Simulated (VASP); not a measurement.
Here is the system:

```
PbTe
1.0
    0.00000     3.19159     3.19159
    3.19159     0.00000     3.19159
    3.19159     3.19159     0.00000
Te Pb
1 1
Direct
  0.50000   0.50000   0.50000
  0.00000   0.00000   0.00000
```

The numbers are results of LDA (Ceperley-Alder, Perdew-Zunger), VASP's LDA PAW potentials (set 64) (plane waves; VASP), not measurements. Settings: 400 eV cut-off, 7×7×7 Γ-centred mesh, Gaussian smearing of 0.050 eV, potentials Te Pb_d.

Problem. Predict the energy per atom (σ→0).

Solution. 
```
Property                       Result
---------------------  --------------
energy per atom (σ→0)  -4.388 eV/atom
```

Total energies compare only between runs with the same potentials, cut-off and functional.

The compound is PbTe in the rock salt structure. It was relaxed first. The start is the result of an earlier pass.
